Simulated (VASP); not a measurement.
Cost and result of VASP (PAW) for the lattice constant a of V (bcc). Static lattice. The cost counts the five points of the equation of state, each on the mesh and cut-off of its row, so the ratios hold those differences too. With PBE it took about 40 core-seconds. Times come from single runs on busy shared machines, so they are rough: good to a factor of about 2.

Measured: 3.021 Å at 0 K (as given by Daniel Mejia-Rodriguez et al., Physical Review B (2018), arXiv:1807.09216; static lattice: zero-point anharmonic expansion removed).

```csv
level,k-mesh,cut-off (eV),lattice constant a (Å),error (%),cost over PBE
PBE,17×17×17,520,2.999,-0.7,reference
PBE-D3(BJ),17×17×17,520,2.953,-2.3,within a factor of 2
RPBE,17×17×17,520,3.024,+0.1,within a factor of 2
AM05,17×17×17,520,2.959,-2.1,within a factor of 2
PBE-D4,17×17×17,520,2.978,-1.4,within a factor of 2
optB88-vdW,17×17×17,520,2.983,-1.2,about 2 times
rev-vdW-DF2,17×17×17,520,2.974,-1.5,about 2 times
r2SCAN+rVV10,17×17×17,520,[?],[?],[?]
```

### Question
Complete the blanks.

### Answer

- r2SCAN+rVV10, lattice constant a (Å): 2.981
- r2SCAN+rVV10, error (%): -1.3
- r2SCAN+rVV10, cost over PBE: about 9 times

Left out are levels that failed, ran on another kind of processor or have no fit band path; at most nine are shown.

The compound is V in the bcc structure.
